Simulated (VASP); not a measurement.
Level of theory: PBE GGA, VASP's PBE PAW potentials (set 64) (plane waves; VASP). For the first row: Run with 520 eV cut-off, 8×8×8 Γ-centred mesh, first-order Methfessel-Paxton smearing of 0.10 eV, potentials Cu Au.

```csv
system,energy (eV/atom)
Cu₃Au (L1_2),-3.6455
Cu atom,-0.2425
Au atom,-0.1849
```

Atoms are spin-polarised in a large box without symmetry, with the spin fixed by Hund's rule, and may not be in the lowest state of each functional; no zero-point energy is added.  Spin-orbit coupling is left out, which shifts such energies by up to tenths of an eV for the heavy elements here.

Question: What is the cohesive energy per atom of Cu3Au?

Answer: The references average (3×(-0.2425) + 1×(-0.1849))/4 = -0.2281 eV, so the cohesive energy is -0.2281 − (-3.6455) = 3.417 eV/atom. Measured: 3.644 eV/atom (as given by Niraj K. Nepal et al., Physical Review B (2019), arXiv:1905.09348; from measured formation enthalpy and elemental cohesive energies; zero-point energy not added).
